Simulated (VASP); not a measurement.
VASP runs on HfO₂ (space group Pca2_1) share one base input (PBE GGA, plane waves, VASP's PBE PAW potentials (set 64)) and change the settings named in each case.

**KPOINTS**
```
kpoints
0
G
 3 3 3
0 0 0
```

**POSCAR**
```
HfO2
1.0
  5.2383650000   0.0000000000   0.0000000000
  0.0000000000   5.0471550000   0.0000000000
  0.0000000000   0.0000000000   5.0561190000
Hf O
4 8
Cartesian
  0.1571509500   1.3475903850   1.2640297500
  5.0812140500   3.6995646150   3.7920892500
  2.7763334500   3.6995646150   1.2640297500
  2.4620315500   1.3475903850   3.7920892500
  1.8910497650   0.3432065400   0.5359486140
  3.3473152350   4.7039484600   3.0640081140
  4.5102322650   4.7039484600   0.5359486140
  0.7281327350   0.3432065400   3.0640081140
  1.1995855850   2.7103222350   0.0000000000
  4.0387794150   2.3368327650   2.5280595000
  3.8187680850   2.3368327650   0.0000000000
  1.4195969150   2.7103222350   2.5280595000
```

### INCAR
```
ISIF=2   ! forces and stress, cell fixed
PREC=Accurate
GGA=PE
LCHARG=F
LWAVE=F
EDIFF=1E-6   ! SCF stop (eV)
ENCUT=400   ! plane-wave cut-off (eV)
LASPH=T
ALGO=Normal
LMAXMIX=6   ! l cut-off of mixed one-centre charges
NELM=100   ! most electronic steps
LREAL=F
SIGMA=0.272
ISMEAR=0
SYSTEM=HfO2
```

POTCAR, in this order: Hf_pv O (PBE.64 set). Program: vasp_std.

| change | E(σ→0) (eV/atom) | pressure (GPa) | largest force (eV/Å) |
|---|---|---|---|
| base run | -10.1558 | -3.31 | 0.264 |
| GGA removed, POTCAR Hf_pv O (LDA.64 set) | -11.0596 | -16.59 | 0.287 |
| EDIFF = 1E-05 | -10.1558 | -3.30 | 0.263 |
| ENCUT = 800 | -10.1472 | ___ | ___ |
| GGA = PS, IVDW = 13 | -10.7095 | -12.85 | 0.272 |
| GGA removed, GGA_COMPAT = .FALSE., LNONCOLLINEAR = .TRUE., LSORBIT = .TRUE., MAGMOM = 0.0 0.0 0.0 0.0 0.0 0.0 0.0 0.0 0.0 0.0 0.0 0.0 0.0 0.0 0.0 0.0 0.0 0.0 0.0 0.0 0.0 0.0 0.0 0.0 0.0 0.0 0.0 0.0 0.0 0.0 0.0 0.0 0.0 0.0 0.0 0.0, POTCAR Hf_pv O (LDA.64 set), program vasp_ncl | -11.2753 | ___ | ___ |

Q: What belongs in the gaps?

A: 
- GGA removed, GGA_COMPAT = .FALSE., LNONCOLLINEAR = .TRUE., LSORBIT = .TRUE., MAGMOM = 0.0 0.0 0.0 0.0 0.0 0.0 0.0 0.0 0.0 0.0 0.0 0.0 0.0 0.0 0.0 0.0 0.0 0.0 0.0 0.0 0.0 0.0 0.0 0.0 0.0 0.0 0.0 0.0 0.0 0.0 0.0 0.0 0.0 0.0 0.0 0.0, POTCAR Hf_pv O (LDA.64 set), program vasp_ncl, pressure (GPa): -16.51
- GGA removed, GGA_COMPAT = .FALSE., LNONCOLLINEAR = .TRUE., LSORBIT = .TRUE., MAGMOM = 0.0 0.0 0.0 0.0 0.0 0.0 0.0 0.0 0.0 0.0 0.0 0.0 0.0 0.0 0.0 0.0 0.0 0.0 0.0 0.0 0.0 0.0 0.0 0.0 0.0 0.0 0.0 0.0 0.0 0.0 0.0 0.0 0.0 0.0 0.0 0.0, POTCAR Hf_pv O (LDA.64 set), program vasp_ncl, largest force (eV/Å): 0.286
- ENCUT = 800, pressure (GPa): 2.48
- ENCUT = 800, largest force (eV/Å): 0.262

Energies of different potentials or functionals have different zeros.  Unless said otherwise, spin-orbit coupling is left out, though it shifts the bands of the heavy elements here. The base run's pressure lies -5.79 GPa from that at 800 eV (Pulay error).

Left out are runs that ran out of time, are held back, or changed the cell or the kind of run, fixed moments of cells without a moment, rows past the twelfth, gaps on odd meshes, pressures of charged cells and columns that move by less than the noise.

The structure was generated: HfO2 was put into an ordered model structure, which need not be its known phase. The cell was not relaxed at this level, forces remain on its atoms, its lattice was scaled by up to 2.5 %.
